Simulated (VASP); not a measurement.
These are optB86b-vdW, VASP's PBE PAW potentials (set 64) (plane waves; VASP) values and carry that method's errors.

The input files of a VASP run:

File KPOINTS:
```
Regular mesh
0
Gamma
 11 11 11
0 0 0
```

**INCAR**
```
PARAM1 = 0.1234
LCHARG = .TRUE.
ENCUT = 520   ! plane-wave cut-off (eV)
LUSE_VDW = .TRUE.
SYSTEM = InSb
LREAL = .FALSE.
GGA = MK
PARAM2 = 1.0
ISIF = 2   ! forces and stress, cell fixed
EDIFF = 1E-7   ! SCF stop (eV)
LWAVE = .FALSE.
NEDOS = 601   ! DOS grid
LORBIT = 11   ! lm-projected
LASPH = .TRUE.   ! aspherical one-centre terms
AGGAC = 0.0
LMAXMIX = 4
ISMEAR = -5
ALGO = Normal   ! blocked Davidson
NELM = 100   ! most electronic steps
PREC = Accurate
```

POSCAR:
```
InSb
1
    0.0000000000     3.2870636464     3.2870636464
    3.2870636464     0.0000000000     3.2870636464
    3.2870636464     3.2870636464     0.0000000000
In Sb
1 1
Direct
  1.0000000000   1.0000000000   1.0000000000
  0.2500000000   0.2500000000   0.2500000000
```

POTCAR, in this order: In_d Sb (PBE.64 set). Program: vasp_std.

Output of the run:

### OSZICAR
```
       N       E                     dE             d eps       ncg     rms          rms(c)
DAV:   1     0.115539193170E+03    0.11554E+03   -0.79973E+03  1456   0.134E+03
DAV:   2     0.556684102165E+01   -0.10997E+03   -0.10793E+03  1516   0.306E+02
DAV:   3    -0.179388938530E+01   -0.73607E+01   -0.73177E+01  1916   0.868E+01
DAV:   4    -0.199111157681E+01   -0.19722E+00   -0.19714E+00  1701   0.168E+01
DAV:   5    -0.200077026499E+01   -0.96587E-02   -0.96584E-02  2152   0.313E+00    0.353E+00
DAV:   6    -0.190266643472E+01    0.98104E-01   -0.18906E-01  1957   0.729E+00    0.203E+00
DAV:   7    -0.188920249084E+01    0.13464E-01   -0.69369E-02  1879   0.278E+00    0.605E-01
DAV:   8    -0.188957075313E+01   -0.36826E-03   -0.71065E-03  1928   0.111E+00    0.240E-01
DAV:   9    -0.188996772211E+01   -0.39697E-03   -0.65935E-04  1569   0.279E-01    0.768E-02
DAV:  10    -0.189001677544E+01   -0.49053E-04   -0.41538E-05  1787   0.513E-02    0.297E-02
DAV:  11    -0.189004043164E+01   -0.23656E-04   -0.35961E-05  1496   0.523E-02    0.150E-02
DAV:  12    -0.189004088354E+01   -0.45191E-06   -0.68278E-07  1875   0.640E-03    0.387E-03
DAV:  13    -0.189004116937E+01   -0.28583E-06   -0.93470E-07  1511   0.801E-03    0.262E-03
DAV:  14    -0.189004112741E+01    0.41961E-07   -0.24396E-08  1333   0.117E-03
   1 F= -.18900411E+01 E0= -.18900411E+01  d E =0.000000E+00
```

File OUTCAR:
```
------------------------ aborting loop because EDIFF is reached ----------------------------------------
  FORCE on cell =-STRESS in cart. coord.  units (eV):
  Direction    XX          YY          ZZ          XY          YZ          ZX
  --------------------------------------------------------------------------------------
  Total        0.0111259      0.0111259      0.0111259      0.0000000      0.0000000      0.0000000
  in kB        0.2509519      0.2509519      0.2509519      0.0000000      0.0000000      0.0000000
  external PRESSURE =       0.2509519 kB  Pullay stress =       0.0000000 kB
  volume of cell :       71.03
      direct lattice vectors                 reciprocal lattice vectors
     0.000000000  3.287063646  3.287063646    -0.152111445  0.152111445  0.152111445
     3.287063646  0.000000000  3.287063646     0.152111445 -0.152111445  0.152111445
     3.287063646  3.287063646  0.000000000     0.152111445  0.152111445 -0.152111445
  FREE ENERGIE OF THE ION-ELECTRON SYSTEM (eV)
  ---------------------------------------------------
  free  energy   TOTEN  =        -1.8900411274 eV

  energy  without entropy=       -1.8900411274  energy(sigma->0) =       -1.89004113

 total charge

# of ion       s       p       d       tot
------------------------------------------
    1        0.875   0.677   9.862  11.415
    2        1.145   1.307   0.018   2.470
--------------------------------------------------
tot          2.020   1.984   9.881  13.885
```
(Selected blocks of OUTCAR.)

For a metal the tetrahedron method with Blöchl corrections gives inexact stress and forces.

The compound is InSb in the zinc blende structure. It was relaxed first.
